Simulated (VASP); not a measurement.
VASP input:

**INCAR**
```
! general
SYSTEM = Be
PREC   = Accurate
ENCUT  = 400
LREAL  = F
LASPH  = T

! electronic loop
EDIFF  = 1E-6
NELM   = 100
ALGO   = Normal
IMIX   = 4
AMIX   = 0.1
BMIX   = 1.0

! smearing
ISMEAR = 1
SIGMA  = 0.1

! functional
GGA    = PE

! ions
ISIF   = 2

! output
LWAVE  = F
LCHARG = F
```

**KPOINTS**
```
Automatic
0
gamma
16 16 9
```

POSCAR:
```
Be
1
    1.1687560000    -1.9896340000     0.0000000000
    1.1687560000     1.9896340000     0.0000000000
    0.0000000000     0.0000000000     3.5425540000
Be
2
Direct
  0.3333330000   0.6666670000   0.2500000000
  0.6779650000   0.3446310000   0.7500000000
```

POTCAR, in this order: Be (PBE.64 set). Program: vasp_std.

Task: Write an equivalent input for Ansatz.

Result: One equivalent input (not run):
Ansatz 0.2 input:
```yaml
crystal:
  lattice:
    - [1.1687560, -1.9896340, 0.0000000]
    - [1.1687560, 1.9896340, 0.0000000]
    - [0.0000000, 0.0000000, 3.5425540]
  atoms:
    - { symbol: Be, position: [0.3333330, 0.6666670, 0.2500000] }
    - { symbol: Be, position: [0.6779650, 0.3446310, 0.7500000] }
kpoints:
  mp_grid: { grid: [16, 16, 9] }
hamiltonian:
  xc: pbe
  pseudopotentials: { kind: paw }
scf:
  occupations: { method: methfessel_paxton, width: 0.1 }
  max_iter: 100
output: { forces: true, stress: true, eigenvalues: true }
```
What does not carry over: each code has its own PAW files, so the cut-off isn't converted (ENCUT is set for VASP's; basis.ecutwfc is left out, and Ansatz then takes the one that its files recommend); Ansatz stops its SCF on the density residual and VASP on the energy change (EDIFF).

The compound is Be in the hcp structure. The cell was not relaxed at this level, atoms are displaced from their ideal sites. The run is one of a series of settings (AMIX = 0.1, BMIX = 1.0, IMIX = 4 against the base run), some of them coarse on purpose.
